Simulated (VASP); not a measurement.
VASP input:

**INCAR**
```
EDIFFG  =  -0.01
GGA  =  PS   # PBEsol
LREAL  =  .FALSE.   # projection in real space or not
NSW  =  60
PREC  =  Accurate
LMAXMIX  =  4
LWAVE  =  .FALSE.
SYSTEM  =  Rb
LCHARG  =  .FALSE.
NELM  =  100
IBRION  =  2
LASPH  =  .TRUE.
SIGMA  =  0.1   # width (eV)
ENCUT  =  480   # plane-wave cut-off (eV)
ISIF  =  3
ISMEAR  =  1   # Methfessel-Paxton
EDIFF  =  1E-6   # SCF stop (eV)
ALGO  =  Normal   # blocked Davidson
```

POSCAR:
```
Rb
1
   -2.8250000000     2.8250000000     2.8250000000
    2.8250000000    -2.8250000000     2.8250000000
    2.8250000000     2.8250000000    -2.8250000000
Rb
1
Direct
  0.0000000000   0.0000000000   0.0000000000
```

### KPOINTS
```
Automatic mesh
0
Gamma
8 8 8
0 0 0
```

POTCAR, in this order: Rb_sv (PBE.64 set). Program: vasp_std.

Problem. Translate this PBEsol calculation to Ansatz.

Solution. One equivalent input (not run):
Ansatz 0.2 input:
```yaml
crystal:
  lattice:
    - [-2.8250000, 2.8250000, 2.8250000]
    - [2.8250000, -2.8250000, 2.8250000]
    - [2.8250000, 2.8250000, -2.8250000]
  atoms:
    - { symbol: Rb, position: [0.0000000, 0.0000000, 0.0000000] }
kpoints:
  mp_grid: { grid: [8, 8, 8] }
hamiltonian:
  xc: pbesol
  pseudopotentials: { kind: paw }
scf:
  occupations: { method: methfessel_paxton, width: 0.1 }
  max_iter: 100
relax:
  max_steps: 60
  f_tol: 0.01
  cell: {}
output: { forces: true, stress: true, eigenvalues: true }
```
The two are equivalent in intent, not identical: each code has its own PAW files, so the cut-off isn't converted (ENCUT is set for VASP's; basis.ecutwfc is left out, and Ansatz then takes the one that its files recommend); Ansatz stops its SCF on the density residual and VASP on the energy change (EDIFF).

The compound is Rb in the bcc structure. This run relaxes it. Symmetry was kept, so distortions that lower it aren't found.
